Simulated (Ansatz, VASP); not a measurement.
# ZrAl20 (S5(210) boundary in fcc Al with Zr (substitutional)): VASP beside Ansatz, part 2 of 3

Aim: how closely do two programs agree when they are given the same cell, functional and k mesh? Of the first pair: The structure shown is the start of the Ansatz relaxation below; VASP solves that cell, so the two are compared at the walk's first step.

VASP 6.6.1 and Ansatz 0.2.0.

So far: Starting point; Ansatz: relaxation, PBE.

### 3. VASP: single point, PBE, start cell, pair 1

Level of this step: PBE; plane waves and PAW (Al, Zr_sv) (VASP).

The same cell, functional, mesh and smearing now go to VASP, with its own data sets.

Lines of VASP's logs that name or quote its potential files are left out, and so is its time.

Input file INCAR:

```
SYSTEM = ZrAl20
PREC = Accurate
ENCUT = 400
EDIFF = 1E-06
NELM = 120
ISMEAR = -1
SIGMA = 0.1
LREAL = .FALSE.
ALGO = Normal
GGA = PE
NBANDS = 57
LASPH = .TRUE.
LORBIT = 11
LWAVE = .FALSE.
LCHARG = .FALSE.
ISIF = 2
GGA_COMPAT = .FALSE.
KPAR = 4
```

Input file POSCAR:

```
ZrAl20
1.0
    4.9577304970      0.0000000000      0.0000000000
    1.6525768323      3.6952741352      0.0000000000
    0.0000000000      0.0000000000     30.0082257911
Al Zr
20 1
Direct
    0.5999999742      0.7000000129      0.1666209804
    0.2000000026      0.3999999987      0.1967845097
    0.8000000210      0.0999999895      0.2269480058
    0.4000000954      0.7999999523      0.2571115351
    0.0000000236      0.4999999882      0.2872750312
    0.6000000520      0.1999999740      0.3174385606
    0.1999999248      0.9000000376      0.3476020899
    0.7999999432      0.6000000284      0.3777655860
    0.3999999716      0.3000000142      0.4079291153
    0.7999999432      0.6000000284      0.4984196701
    0.1999999248      0.9000000376      0.5285831662
    0.6000000520      0.1999999740      0.5587466955
    0.0000000236      0.4999999882      0.5889102249
    0.4000000954      0.7999999523      0.6190737210
    0.8000000210      0.0999999895      0.6492372503
    0.2000000026      0.3999999987      0.6794007464
    0.5999999742      0.7000000129      0.7095642757
    0.9999998998      0.0000000501      0.7397278051
    0.3999999716      0.3000000142      0.7698913012
    0.7999999432      0.6000000284      0.8000548305
    0.0000000000      0.0000000000      0.4380926114
```

Input file KPOINTS:

```
Automatic mesh
0
Gamma
6 6 1
0 0 0
```

The projector-augmented-wave data sets are Al and Zr_sv (PBE family, release 64).

On the command line:

```
$ mpirun -np 4 vasp_std
```

Numbers of over 12 decimals in the logs are rounded to 6 here.

The program printed:

```text
[banner, memory and clock lines left out]
running    4 mpi-ranks, on    1 nodes
 distrk:  each k-point on    1 cores,    4 groups
 distr:  one band on    1 cores,    1 groups

 POSCAR found type information on POSCAR AlZr
 POSCAR found :  2 types and      21 ions
|                                                                             |
|               ----> ADVICE to this user running VASP <----                  |
|                                                                             |
|     You have a (more or less) 'large supercell' and for larger cells it     |
|     might be more efficient to use real-space projection operators.         |
|     Therefore, try LREAL= Auto in the INCAR file.                           |
|     Mind: For very accurate calculation, you might also keep the            |
|     reciprocal projection scheme (i.e. LREAL=.FALSE.).                      |
|                                                                             |

 LDA part: xc-table for (Slater+PW92), standard interpolation
 POSCAR, INCAR and KPOINTS ok, starting setup
 FFT: planning ... GRIDC
 FFT: planning ... GRID_SOFT
 FFT: planning ... GRID
 WAVECAR not read
 entering main loop
       N       E                     dE             d eps       ncg     rms          rms(c)
DAV:   1     0.173147751794E+03    0.17315E+03   -0.22898E+04  1594   0.812E+02
DAV:   2    -0.637371769111E+02   -0.23688E+03   -0.22358E+03  1778   0.158E+02
DAV:   3    -0.819800564190E+02   -0.18243E+02   -0.17602E+02  2324   0.348E+01
DAV:   4    -0.836838668606E+02   -0.17038E+01   -0.16837E+01  2604   0.932E+00
DAV:   5    -0.837793092100E+02   -0.95442E-01   -0.95417E-01  2164   0.193E+00    0.130E+01
DAV:   6    -0.858476276463E+02   -0.20683E+01   -0.16880E+01  1650   0.147E+01    0.749E+00
DAV:   7    -0.887668841822E+02   -0.29193E+01   -0.38085E+01  2145   0.226E+01    0.107E+01
DAV:   8    -0.827918266678E+02    0.59751E+01   -0.38082E+01  1783   0.143E+01    0.438E+00
DAV:   9    -0.842258106586E+02   -0.14340E+01   -0.30397E+01  1981   0.124E+01    0.482E+00
DAV:  10    -0.808570006742E+02    0.33688E+01   -0.13649E+01  1932   0.685E+00    0.125E+00
DAV:  11    -0.808613507706E+02   -0.43501E-02   -0.61951E-01  1859   0.218E+00    0.935E-01
DAV:  12    -0.808567143366E+02    0.46364E-02   -0.58793E-02  1916   0.801E-01    0.612E-01
DAV:  13    -0.808521007231E+02    0.46136E-02   -0.81644E-03  2052   0.291E-01    0.423E-01
DAV:  14    -0.808458878513E+02    0.62129E-02   -0.65432E-03  1860   0.206E-01    0.989E-02
[...]
DAV:  19    -0.808441715493E+02   -0.35672E-03   -0.59917E-05  1818   0.182E-02    0.120E-02
DAV:  20    -0.808446881452E+02   -0.51660E-03   -0.54588E-05  1723   0.169E-02    0.867E-03
DAV:  21    -0.808448094196E+02   -0.12127E-03   -0.72865E-06  1804   0.741E-03    0.630E-03
DAV:  22    -0.808448711814E+02   -0.61762E-04   -0.41202E-06  1498   0.469E-03    0.195E-03
DAV:  23    -0.808448946193E+02   -0.23438E-04   -0.16490E-06  1427   0.239E-03    0.113E-03
DAV:  24    -0.808448998349E+02   -0.52156E-05   -0.49792E-07  1396   0.147E-03    0.101E-03
DAV:  25    -0.808449009050E+02   -0.10701E-05   -0.12540E-07  1228   0.864E-04    0.545E-04
DAV:  26    -0.808449010895E+02   -0.18451E-06   -0.52230E-08  1098   0.646E-04
   1 F= -.80844901E+02 E0= -.80673077E+02  d E =-.343648E+00
```

From OUTCAR (step 3):

```text
ion  position               nearest neighbor table
   1  0.600  0.700  0.167-   3 2.86   3 2.86   4 2.86   2 2.86   2 2.86   2 2.86
   2  0.200  0.400  0.197-   5 2.86   3 2.86   3 2.86   3 2.86   4 2.86   4 2.86   1 2.86   1 2.86
                             1 2.86
   3  0.800  0.100  0.227-   2 2.86   2 2.86   5 2.86   5 2.86   2 2.86   4 2.86   4 2.86   1 2.86
                             1 2.86   6 2.86   4 2.86
   4  0.400  0.800  0.257-   5 2.86   6 2.86   6 2.86   3 2.86   3 2.86   1 2.86   2 2.86   2 2.86
                             5 2.86   5 2.86   7 2.86   3 2.86
   5  0.000  0.500  0.287-   2 2.86   4 2.86   3 2.86   3 2.86   4 2.86   4 2.86   6 2.86   6 2.86
                             6 2.86   8 2.86   7 2.86   7 2.86
   6  0.600  0.200  0.317-   7 2.86   8 2.86   8 2.86   4 2.86   4 2.86   5 2.86   5 2.86   3 2.86
                             5 2.86   9 2.86   7 2.86   7 2.86
   7  0.200  0.900  0.348-  21 2.86   6 2.86   8 2.86   8 2.86   8 2.86   9 2.86   9 2.86   5 2.86
                             5 2.86   4 2.86   6 2.86   6 2.86
   8  0.800  0.600  0.378-   6 2.86   6 2.86   7 2.86   7 2.86   7 2.86  21 2.86  21 2.86   9 2.86
                             9 2.86   9 2.86   5 2.86
   9  0.400  0.300  0.408-  21 2.86  21 2.86   7 2.86   7 2.86  21 2.86   8 2.86   8 2.86   8 2.86
                             6 2.86
  10  0.800  0.600  0.498-  12 2.86  12 2.86  11 2.86  11 2.86  11 2.86  13 2.86  21 2.86  21 2.86

  LATTYP: Found a base centered orthorhombic cell.
 ALAT       =     4.0479700000
 B/A-ratio  =     2.2360679775
 C/A-ratio  =     7.4131541961

 Subroutine GETGRP returns: Found  2 space group operations
 (whereof  2 operations were pure point group operations)

The static configuration has the point symmetry C_1h.

 Found     13 irreducible k-points:

   k-points           NKPTS =     13   k-points in BZ     NKDIM =     13   number of bands    NBANDS=     57

   dimension x,y,z NGX =    32 NGY =   28 NGZ =  196
   dimension x,y,z NGXF=    64 NGYF=   56 NGZF=  392

   ENCUT  =  400.0 eV  29.40 Ry    5.42 a.u.   8.08  6.60 48.94*2*pi/ulx,y,z

   NELECT =      72.0000    total number of electrons

 k-points in reciprocal lattice and weights: Automatic mesh
   0.00000000  0.00000000  0.00000000       0.028
   0.16666667  0.00000000  0.00000000       0.056
   0.33333333 -0.00000000  0.00000000       0.056
   0.50000000  0.00000000  0.00000000       0.028
   0.00000000  0.16666667  0.00000000       0.111
   0.33333333  0.16666667  0.00000000       0.111
   0.50000000  0.16666667  0.00000000       0.111
   0.00000000  0.33333333  0.00000000       0.111
   0.16666667  0.33333333  0.00000000       0.056
   0.50000000  0.33333333  0.00000000       0.111
  -0.33333333  0.33333333  0.00000000       0.056
   0.00000000  0.50000000  0.00000000       0.056
   0.16666667  0.50000000  0.00000000       0.111

 average (electrostatic) potential at core
       1 -76.9746       2 -77.0582       3 -76.9602       4 -76.9272       5 -76.9172
       6 -76.9673       7 -76.7623       8 -76.7093       9 -76.5264      10 -76.6329
      11 -76.7359      12 -76.9817      13 -76.9139      14 -76.9089      15 -76.9073
      16 -76.9549      17 -76.8941      18 -76.9430      19 -77.0115      20 -76.9150
      21 -79.8389

 E-fermi :   3.6840

 k-point     1 :       0.0000    0.0000    0.0000
  band No.  band energies     occupation
    ...
     31       3.0521      1.99640
     32       3.0903      1.99473
     33       3.2135      1.98206
     34       3.3963      1.89336
     35       3.7048      0.89603
     36       3.8026      0.46767
     37       3.8364      0.35768
     38       3.9307      0.15640
     39       4.0593      0.04582
     40       4.2493      0.00698
    ...

 k-point     2 :       0.1667    0.0000    0.0000
  band No.  band energies     occupation
    ...
     31       3.2470      1.97500
     32       3.2589      1.97189
     33       3.4066      1.88251
     34       3.4901      1.74844
     35       3.6671      1.08402
     36       3.9530      0.12704
     37       4.0246      0.06416
     38       4.1260      0.02377
     39       4.2725      0.00554
     40       4.3281      0.00318
    ...

 k-point     3 :       0.3333   -0.0000    0.0000
  band No.  band energies     occupation
    ...
     29       2.6777      1.99991
     30       2.8144      1.99967
     31       3.0804      1.99523
     32       3.3910      1.89859
     33       3.6945      0.94727
     34       3.8406      0.34540
     35       3.9919      0.08795
     36       4.1829      0.01353
     37       4.2988      0.00426
     38       4.5555      0.00033
    ...

  Total       -4.4177004     -4.0960786      0.7843654      0.1797921      0.1362941     -0.3047628
  in kB      -12.8746950    -11.9373785      2.2859098      0.5239758      0.3972077     -0.8881834
  external PRESSURE =      -7.5087212 kB  Pullay stress =       0.0000000 kB

  energy-cutoff  :      400.00
  volume of cell :      549.76
      direct lattice vectors                 reciprocal lattice vectors
     4.957730497  0.000000000  0.000000000     0.201705196 -0.090205306  0.000000000
     1.652576832  3.695274135  0.000000000     0.000000000  0.270615917  0.000000000
     0.000000000  0.000000000 30.008225791     0.000000000  0.000000000  0.033324196

 POSITION                                       TOTAL-FORCE (eV/Angst)
 -----------------------------------------------------------------------------------
      4.13144      2.58669      5.00000        -0.119330      0.053366      0.267401
      1.65258      1.47811      5.90515         0.033372     -0.014925     -0.205043
      4.13144      0.36953      6.81031        -0.040366      0.018052     -0.005569
      3.30515      2.95622      7.71546        -0.104898      0.046912     -0.063769
      0.82629      1.84764      8.62061         0.023065     -0.010315      0.036052
      3.30515      0.73905      9.52577         0.062674     -0.028029      0.019105
      2.47886      3.32575     10.43092         0.188897     -0.084477     -0.263693
      4.95773      2.21716     11.33608        -0.315648      0.141162      0.000790
      2.47887      1.10858     12.24123         0.299982     -0.134156     -0.160895
      4.95773      2.21716     14.95669        -0.294356      0.131640      0.063679
      2.47886      3.32575     15.86184         0.042265     -0.018901      0.146316
      3.30515      0.73905     16.76700         0.091374     -0.040864     -0.171015
      0.82629      1.84764     17.67215        -0.008910      0.003985     -0.000283
      3.30515      2.95622     18.57730        -0.008150      0.003645      0.093350
      4.13144      0.36953     19.48246         0.002617     -0.001170     -0.010209
      1.65258      1.47811     20.38761         0.017329     -0.007750     -0.122568
      4.13144      2.58669     21.29276        -0.011836      0.005293      0.011961
      4.95773      0.00000     22.19792        -0.001676      0.000750      0.105337
      2.47887      1.10858     23.10307        -0.006335      0.002833      0.329170
      4.95773      2.21716     24.00823        -0.102309      0.045754     -0.296271
      0.00000      0.00000     13.14638         0.252240     -0.112805      0.226153
 -----------------------------------------------------------------------------------
    total drift:                               -0.000124      0.000061      0.000041

  FREE ENERGIE OF THE ION-ELECTRON SYSTEM (eV)
  ---------------------------------------------------
  free  energy   TOTEN  =       -80.8449010895 eV

  energy  without entropy=      -80.5012530129  energy(sigma->0) =      -80.67307705

 total charge
# of ion       s       p       d       tot
------------------------------------------
    1        0.500   0.263   0.000   0.762
    2        0.445   0.308   0.000   0.753
    3        0.440   0.327   0.000   0.767
    4        0.426   0.344   0.000   0.770
    5        0.435   0.337   0.000   0.772
    6        0.429   0.337   0.000   0.766
    7        0.423   0.360   0.000   0.784
    8        0.437   0.346   0.000   0.783
    9        0.456   0.347   0.000   0.803
   10        0.454   0.329   0.000   0.783
   11        0.443   0.337   0.000   0.781
   12        0.442   0.322   0.000   0.763
   13        0.428   0.340   0.000   0.768
   14        0.436   0.334   0.000   0.770
   15        0.430   0.338   0.000   0.769
   16        0.433   0.333   0.000   0.766
   17        0.427   0.344   0.000   0.771
   18        0.440   0.327   0.000   0.767
   19        0.444   0.310   0.000   0.754
   20        0.501   0.263   0.000   0.763
   21        2.182   5.957   1.756   9.894
--------------------------------------------------
tot         11.048  12.504   1.756  25.308

[... 3 further parts left out ...]
```

### 4. Comparison

Known differences besides the potentials themselves: the cutoff is 420 eV in Ansatz and 400 eV in VASP. Total energies have different zeros and are not compared.

Forces on 8 of the 21 atoms, those with the largest forces and the largest differences (eV/Å; atoms numbered as in POSCAR):

```
atom         Ansatz x, y, z           VASP x, y, z
 Al7  0.187, -0.084, -0.261  0.189, -0.084, -0.264
 Al8   -0.314, 0.140, 0.005   -0.316, 0.141, 0.001
 Al9  0.298, -0.133, -0.158  0.300, -0.134, -0.161
Al10   -0.292, 0.130, 0.058   -0.294, 0.132, 0.064
Al11   0.039, -0.018, 0.142   0.042, -0.019, 0.146
Al19   -0.005, 0.002, 0.329   -0.006, 0.003, 0.329
Al20  -0.102, 0.046, -0.297  -0.102, 0.046, -0.296
Zr21   0.253, -0.113, 0.226   0.252, -0.113, 0.226
```

The forces differ by 1.3 meV/Å r.m.s., which is 1.0 % of the r.m.s. force of 0.130 eV/Å (both taken over all components).

(Part 2 of 3 ends here.)

[Lines on the potential files, build, host, timing and source positions are cut from VASP's logs without a mark.]

[Logs are printed without paths, hosts, clocks, repeated set-up lines and the standing remarks that a program may print on its own settings, such as how far it seeks lower states.]

[Hosts, paths, dates, database ids (printed as entryN), source tags and the programs' standing remarks are cut or masked in the printed files.]
